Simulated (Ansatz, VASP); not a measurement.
# Cross-check of Hf (Hafnium) between VASP and Ansatz

One calculation is typed for both programs; each brings its own data sets. How far apart do they land? The cell is taken from a series of runs on this material, whose earlier steps may have relaxed, scaled, displaced or heated it; both programs get it as it stands.

Main program and level: Ansatz 0.2.0; plane waves, with VASP 6.6.1 beside it; zone-centre phonons at LDA.

## 1. Starting point

It takes space group P6_3/mmc (No. 194, hexagonal). Conventional cell: a = 3.119 Å, b = 3.119 Å, c = 4.944 Å, α = 90.00°, β = 90.00°, γ = 120.00°. Nearest to Hf lie 12 Hf at 3.06 to 3.12 Å.

Coordinates:

```cif
data_structure
_symmetry_space_group_name_H-M 'P 1'
_symmetry_Int_Tables_number 1
_cell_length_a 3.1189
_cell_length_b 3.1189
_cell_length_c 4.9437
_cell_angle_alpha 90.000
_cell_angle_beta 90.000
_cell_angle_gamma 120.000
_cell_volume 41.65
loop_
_atom_site_label
_atom_site_type_symbol
_atom_site_fract_x
_atom_site_fract_y
_atom_site_fract_z
_atom_site_occupancy
Hf1 Hf 0.33333 0.66667 0.25000 1
Hf2 Hf 0.66667 0.33333 0.75000 1
```

## 2. VASP: zone-centre phonons, LDA

Second derivatives magnify differences that forces hide, and they need a tight electronic threshold.

Lines of VASP's logs that name or quote its potential files are left out, and so is its time.

Contents of INCAR:

```
SYSTEM = Hf
PREC = Accurate
ENCUT = 500
EDIFF = 1E-08
NELM = 120
ISMEAR = 1
SIGMA = 0.2
LREAL = .FALSE.
ALGO = Normal
GGA = CA
NBANDS = 16
LASPH = .TRUE.
LORBIT = 11
LWAVE = .FALSE.
LCHARG = .FALSE.
ISIF = 2
IBRION = 8
GGA_COMPAT = .FALSE.
KPAR = 2
```

Contents of POSCAR:

```
Hf
1.0
    3.1188642592      0.0000000000      0.0000000000
   -1.5594321296      2.7010156794      0.0000000000
    0.0000000000      0.0000000000      4.9437084595
Hf
2
Direct
    0.3333333333      0.6666666667      0.2500000000
    0.6666666667      0.3333333333      0.7500000000
```

Contents of KPOINTS:

```
Automatic mesh
0
Gamma
18 18 10
0 0 0
```

PAW data sets: Hf_pv (LDA family, release 64).

Command:

```console
mpirun -np 2 vasp_std
```

Numbers of over 12 decimals in the logs are rounded to 6 here.

The program printed:

```text
[banner, memory and clock lines left out]
running    2 mpi-ranks, on    1 nodes
 distrk:  each k-point on    1 cores,    2 groups
 distr:  one band on    1 cores,    1 groups

 POSCAR found type information on POSCAR Hf
 POSCAR found :  1 types and       2 ions
 LDA part: xc-table for (Slater(with rela. corr.)+CA(PZ))
 , standard interpolation
 POSCAR, INCAR and KPOINTS ok, starting setup
 FFT: planning ... GRIDC
 FFT: planning ... GRID_SOFT
 FFT: planning ... GRID
 WAVECAR not read
 entering main loop
       N       E                     dE             d eps       ncg     rms          rms(c)
DAV:   1     0.474348530588E+02    0.47435E+02   -0.11419E+04  7112   0.117E+03
DAV:   2    -0.205240549751E+02   -0.67959E+02   -0.66369E+02  9376   0.252E+02
DAV:   3    -0.220819722317E+02   -0.15579E+01   -0.15526E+01  9544   0.266E+01
DAV:   4    -0.220926429844E+02   -0.10671E-01   -0.10669E-01  8608   0.268E+00
DAV:   5    -0.220927714325E+02   -0.12845E-03   -0.12844E-03  9488   0.241E-01    0.683E+01
DAV:   6    -0.215803486748E+02    0.51242E+00   -0.43975E-01  8464   0.441E+00    0.402E+01
DAV:   7    -0.213976462711E+02    0.18270E+00   -0.70164E-01  8736   0.536E+00    0.188E+00
DAV:   8    -0.213892269901E+02    0.84193E-02   -0.42357E-02  8128   0.145E+00    0.310E-01
DAV:   9    -0.213893065117E+02   -0.79522E-04   -0.91352E-04  9696   0.220E-01    0.175E-01
DAV:  10    -0.213893031766E+02    0.33350E-05   -0.41627E-05  8352   0.467E-02    0.189E-01
DAV:  11    -0.213893004119E+02    0.27647E-05   -0.40460E-06  9584   0.133E-02    0.126E-02
DAV:  12    -0.213893003733E+02    0.38659E-07   -0.38348E-07  8416   0.428E-03    0.608E-03
DAV:  13    -0.213893003623E+02    0.11011E-07   -0.17192E-08  6480   0.995E-04    0.136E-03
DAV:  14    -0.213893003630E+02   -0.69554E-09   -0.18316E-09  5024   0.363E-04
   1 F= -.21389300E+02 E0= -.21390437E+02  d E =0.341039E-02
 Linear response reoptimize wavefunctions to high precision
DAV:   1    -0.213893003628E+02    0.12187E-09   -0.30660E-10  5184   0.140E-04
DAV:   2    -0.213893003628E+02    0.68212E-11   -0.58013E-11  4360   0.637E-05
 Linear response DOF=           2
 Linear response progress:
  Degree of freedom:   1/  2
       N       E                     dE             d eps       ncg     rms          rms(c)
RMM:   1    -0.197475667180E+00   -0.19748E+00    0.46147E+00 32386   0.118E+01
RMM:   2    -0.202295637700E+00   -0.48200E-02   -0.37660E-02 48178   0.120E+00    0.603E-01
RMM:   3    -0.201572723378E+00    0.72291E-03   -0.42310E-03 60910   0.254E-01    0.124E-01
RMM:   4    -0.201237013602E+00    0.33571E-03   -0.46728E-04 71937   0.871E-02    0.193E-01
RMM:   5    -0.200858641808E+00    0.37837E-03   -0.41718E-05 66080   0.358E-02    0.150E-02
RMM:   6    -0.200777629382E+00    0.81012E-04   -0.36503E-05 74244   0.135E-02    0.298E-02
RMM:   7    -0.200783304157E+00   -0.56748E-05   -0.50198E-05 66257   0.463E-03    0.161E-02
RMM:   8    -0.200777642747E+00    0.56614E-05   -0.20280E-05 72472   0.179E-03    0.193E-02
RMM:   9    -0.200774858406E+00    0.27843E-05   -0.91523E-06 69920   0.118E-03    0.632E-03
RMM:  10    -0.200774749971E+00    0.10844E-06   -0.74144E-06 75377   0.476E-04    0.957E-04
RMM:  11    -0.200774583223E+00    0.16675E-06   -0.38858E-06 71478   0.211E-04    0.671E-04
RMM:  12    -0.200774573607E+00    0.96163E-08   -0.21746E-06 72201   0.871E-05    0.105E-04
RMM:  13    -0.200774608329E+00   -0.34722E-07   -0.11347E-06 70970   0.454E-05    0.495E-05
RMM:  14    -0.200774619838E+00   -0.11510E-07   -0.56556E-07 67922   0.315E-05    0.593E-06
RMM:  15    -0.200774630697E+00   -0.10858E-07   -0.26970E-07 61295   0.250E-05    0.273E-05
RMM:  16    -0.200774632057E+00   -0.13601E-08   -0.12913E-07 47934   0.218E-05    0.765E-06
RMM:  17    -0.200774634539E+00   -0.24820E-08   -0.46063E-08 46020   0.204E-05    0.617E-07
 first order change of Fermi-energy  -0.51362E-05
 force on displaced ion       1 direction 1 :  -1.758  -0.000   0.000
 Linear response progress:
  Degree of freedom:   2/  2
       N       E                     dE             d eps       ncg     rms          rms(c)
RMM:   1    -0.240251058007E+00   -0.24025E+00    0.49199E+00 11016   0.122E+01
RMM:   2    -0.250426291110E+00   -0.10175E-01   -0.43383E-02 16389   0.124E+00    0.753E-01
RMM:   3    -0.249739437208E+00    0.68685E-03   -0.35837E-03 19042   0.277E-01    0.212E-01
RMM:   4    -0.249520695743E+00    0.21874E-03   -0.52910E-05 22946   0.947E-02    0.210E-01
RMM:   5    -0.249318471525E+00    0.20222E-03    0.23192E-05 22484   0.406E-02    0.550E-02
RMM:   6    -0.249228197117E+00    0.90274E-04    0.20998E-05 19441   0.189E-02    0.512E-02
RMM:   7    -0.249248713623E+00   -0.20517E-04   -0.18356E-06 21385   0.650E-03    0.222E-02
RMM:   8    -0.249253020359E+00   -0.43067E-05    0.23068E-05 22685   0.326E-03    0.438E-03
RMM:   9    -0.249246531743E+00    0.64886E-05    0.10422E-05 23459   0.178E-03    0.250E-03
RMM:  10    -0.249246850227E+00   -0.31848E-06    0.21799E-07 22300   0.549E-04    0.583E-04
RMM:  11    -0.249246731473E+00    0.11875E-06    0.11475E-06 23883   0.228E-04    0.172E-04
RMM:  12    -0.249246926082E+00   -0.19461E-06   -0.17983E-06 23960   0.812E-05    0.779E-05
RMM:  13    -0.249246825413E+00    0.10067E-06   -0.88551E-07 22706   0.509E-05    0.301E-05
RMM:  14    -0.249246792821E+00    0.32591E-07   -0.53522E-07 23298   0.346E-05    0.172E-05
RMM:  15    -0.249246769854E+00    0.22968E-07   -0.27751E-07 21781   0.272E-05    0.209E-06
RMM:  16    -0.249246746149E+00    0.23705E-07    0.11291E-08 16844   0.239E-05    0.602E-07
RMM:  17    -0.249246759467E+00   -0.13318E-07   -0.11053E-07 14747   0.225E-05    0.257E-07
RMM:  18    -0.249246755286E+00    0.41815E-08   -0.32373E-08 13695   0.217E-05    0.253E-07
 first order change of Fermi-energy  -0.15736E-03
 force on displaced ion       1 direction 3 :   0.000  -0.000  -3.962
 Linear response finished
```

From OUTCAR (step 2):

```text
ion  position               nearest neighbor table
   1  0.333  0.667  0.250-   2 3.06   2 3.06   2 3.06   2 3.06   2 3.06   2 3.06
   2  0.667  0.333  0.750-   1 3.06   1 3.06   1 3.06   1 3.06   1 3.06   1 3.06

  LATTYP: Found a hexagonal cell.
 ALAT       =     3.1188642592
 C/A-ratio  =     1.5850989491

 Subroutine GETGRP returns: Found 24 space group operations
 (whereof 12 operations were pure point group operations)

The static configuration has the point symmetry D_3d.
 The point group associated with its full space group is D_6h.

 Found    222 irreducible k-points:

   k-points           NKPTS =    222   k-points in BZ     NKDIM =    222   number of bands    NBANDS=     16

   dimension x,y,z NGX =    24 NGY =   24 NGZ =   36
   dimension x,y,z NGXF=    48 NGYF=   48 NGZF=   72

   ENCUT  =  500.0 eV  36.75 Ry    6.06 a.u.   5.69  5.69  9.01*2*pi/ulx,y,z

   NELECT =      20.0000    total number of electrons

 k-points in reciprocal lattice and weights: Automatic mesh
   0.00000000  0.00000000  0.00000000       0.000
   0.05555556 -0.00000000  0.00000000       0.002
   0.11111111 -0.00000000  0.00000000       0.002
   0.16666667  0.00000000  0.00000000       0.002
   0.22222222  0.00000000  0.00000000       0.002
   0.27777778 -0.00000000  0.00000000       0.002
   0.33333333  0.00000000  0.00000000       0.002
   0.38888889  0.00000000  0.00000000       0.002
   0.44444444  0.00000000  0.00000000       0.002
[...]
0.33333333  0.27777778  0.50000000       0.004
   0.33333333  0.33333333  0.50000000       0.001

 average (electrostatic) potential at core
       1 -36.9398       2 -36.9398

  Total        0.0227044      0.0227044      0.0134514      0.0000000      0.0000000      0.0000000
  in kB        0.8734623      0.8734623      0.5174913      0.0000000      0.0000000      0.0000000
  external PRESSURE =       0.7548053 kB  Pullay stress =       0.0000000 kB

  energy-cutoff  :      500.00
  volume of cell :       41.65
      direct lattice vectors                 reciprocal lattice vectors
     3.118864259  0.000000000  0.000000000     0.320629536  0.185115549  0.000000000
    -1.559432130  2.701015679  0.000000000     0.000000000  0.370231098  0.000000000
     0.000000000  0.000000000  4.943708459     0.000000000  0.000000000  0.202277300

 POSITION                                       TOTAL-FORCE (eV/Angst)
 -----------------------------------------------------------------------------------
     -0.00000      1.80068      1.23593         0.000000     -0.000000      0.000000
      1.55943      0.90034      3.70778        -0.000000      0.000000      0.000000
 -----------------------------------------------------------------------------------
    total drift:                               -0.000000      0.000000     -0.000000

 Eigenvectors and eigenvalues of the dynamical matrix
 ----------------------------------------------------

   1 f  =    3.293935 THz    20.696407 2PiTHz  109.873860 cm-1    13.622616 meV
             X         Y         Z           dx          dy          dz
     -0.000000  1.800677  1.235927     0.000000   -0.000000   -0.707107
      1.559432  0.900339  3.707781    -0.000000    0.000000    0.707107

   2 f  =    2.194175 THz    13.786411 2PiTHz   73.189813 cm-1     9.074376 meV
             X         Y         Z           dx          dy          dz
     -0.000000  1.800677  1.235927     0.707107   -0.000002   -0.000000
      1.559432  0.900339  3.707781    -0.707107    0.000002   -0.000000

   3 f  =    2.194175 THz    13.786411 2PiTHz   73.189813 cm-1     9.074376 meV
             X         Y         Z           dx          dy          dz
     -0.000000  1.800677  1.235927    -0.000002   -0.707107   -0.000000
      1.559432  0.900339  3.707781     0.000002    0.707107   -0.000000

   4 f  =    0.000000 THz     0.000000 2PiTHz    0.000001 cm-1     0.000000 meV
             X         Y         Z           dx          dy          dz
     -0.000000  1.800677  1.235927     0.022996    0.116744   -0.697024
      1.559432  0.900339  3.707781     0.022996    0.116744   -0.697024

   5 f/i=    0.000000 THz     0.000000 2PiTHz    0.000000 cm-1     0.000000 meV
             X         Y         Z           dx          dy          dz
     -0.000000  1.800677  1.235927    -0.619004   -0.333201   -0.076229
      1.559432  0.900339  3.707781    -0.619004   -0.333201   -0.076229

   6 f/i=    0.000000 THz     0.000000 2PiTHz    0.000001 cm-1     0.000000 meV
             X         Y         Z           dx          dy          dz
     -0.000000  1.800677  1.235927     0.341035   -0.612656   -0.091362
      1.559432  0.900339  3.707781     0.341035   -0.612656   -0.091362

 ELASTIC MODULI CONTR FROM IONIC RELAXATION (kBar)
 Direction    XX          YY          ZZ          XY          YZ          ZX
 --------------------------------------------------------------------------------
 XX        -145.4199    145.4199      0.0000      0.0000      0.0000      0.0000
 YY         145.4199   -145.4199     -0.0000     -0.0000      0.0000      0.0000
 ZZ           0.0000     -0.0000     -0.0000     -0.0000      0.0000      0.0000
 XY           0.0000     -0.0000     -0.0000   -145.4199      0.0000      0.0000
 YZ           0.0000      0.0000      0.0000      0.0000      0.0000      0.0000
 ZX           0.0000      0.0000      0.0000      0.0000      0.0000      0.0000
 --------------------------------------------------------------------------------
```

[end of part 1 of 2]

[Lines on the potential files, build, host, timing and source positions are cut from VASP's logs without a mark.]

[Logs are printed without paths, hosts, clocks, repeated set-up lines and the standing remarks that a program may print on its own settings, such as how far it seeks lower states.]

[Hosts, paths, dates, database ids (printed as entryN), source tags and the programs' standing remarks are cut or masked in the printed files.]
